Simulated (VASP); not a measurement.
Consider the following.

```xyz
2
Lattice="1.2444 -2.1554 0.0000 1.2444 2.1554 0.0000 0.0000 0.0000 4.0579" Properties=species:S:1:pos:R:3 pbc="T T T"
Co     1.2444     0.7185     1.0145
Co     1.2444    -0.7185     3.0434
```
Starting moments (μB, in the order of the record's atoms Co Co): 1.7 1.7.

All values below come from r2SCAN meta-GGA, VASP's PBE PAW potentials (set 64) (plane waves; VASP). Settings: 520 eV cut-off, 17×17×9 Γ-centred mesh, first-order Methfessel-Paxton smearing of 0.10 eV, potentials Co.

Task: What does the run give for the cell moment, energy per atom (σ→0), pressure, band gap (on the k-mesh) with the smallest direct gap where there is one?

Result: 
```yaml
band gap (on the k-mesh): none (metal, semimetal or under 0.01 eV)
cell_moment: 3.48 μB
energy per atom (σ→0): -13.200 eV/atom
pressure: -5.71 GPa
```

Task: Give the moment on each site (PAW-sphere projection).

Result: 
```tsv
site	moment (μB)
Co1	1.81
Co2	1.81
```

Only differences to runs with the same potentials and settings are physical.

The compound is Co in the hcp structure. This cell is one point of a volume scan, at 1.03 of the reference volume.
